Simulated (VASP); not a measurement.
```
AlN
1.0
    3.12859     0.00000     0.00000
   -1.56429     2.70944     0.00000
    0.00000     0.00000     5.01696
Al N
2 2
Direct
  0.66667   0.33333   0.49929
  0.33333   0.66667   0.99929
  0.66667   0.33333   0.88071
  0.33333   0.66667   0.38071
```

Computed with PBE GGA, VASP's PBE PAW potentials (set 64) (plane waves; VASP 6.6.1). Run with 400 eV cut-off, 10×10×6 Γ-centred mesh, Fermi-Dirac smearing of 0.020 eV, potentials Al N.

At this cut-off the stress carries a Pulay error, which pulls relaxed volumes low.

**Question.** Give the stress tensor in GPa (positive for a compressed cell).

**Answer.** 
```
-3.42   0.00   0.00
 0.00  -3.42   0.00
 0.00   0.00  -3.45
```
The pressure is its mean diagonal, -3.43 GPa.

The structure comes from a computed database's AlN entry (P6_3mc); how it stands against other phases isn't given here. The cell was not relaxed at this level.
